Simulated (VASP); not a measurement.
Given:

```
CELL_PARAMETERS angstrom
     -2.64000     2.64000     2.64000
      2.64000    -2.64000     2.64000
      2.64000     2.64000    -2.64000
ATOMIC_POSITIONS crystal
  K  0.00000 0.00000 0.00000
```

All values below come from RPBE GGA, VASP's PBE PAW potentials (set 64) (plane waves; VASP). Numerical set-up: 520 eV cut-off, 9×9×9 Γ-centred mesh, first-order Methfessel-Paxton smearing of 0.10 eV, potentials K_sv.

Energy and stress use the plane-wave basis of the starting cell.

### Question
The ions, cell shape and volume are relaxed. Give the cell that the relaxation ends in.

### Answer

```
CELL_PARAMETERS angstrom
     -2.71230     2.71230     2.71230
      2.71230    -2.71230     2.71230
      2.71230     2.71230    -2.71230
ATOMIC_POSITIONS crystal
  K  0.00000 0.00000 0.00000
```
Space group Im-3m (229), at a tolerance of 0.03 Å.

### Question
How do energy and volume change from the first to the last step?

### Answer
The energy (σ→0) changes by -5.7 meV/atom and the volume by +8.4 %, in 3 ionic steps.

| step | E(σ→0) (eV) | max force (eV/Å) | pressure (GPa) | volume (Å³) |
|---|---|---|---|---|
| 1 | -0.9357 | 0.000 | 0.31 | 73.60 |
| 2 | -0.9383 | 0.000 | 0.22 | 75.12 |
| 3 | -0.9415 | 0.000 | 0.01 | 79.81 |

The compound is K in the bcc structure. This run relaxes it. Symmetry was kept, so distortions that lower it aren't found.
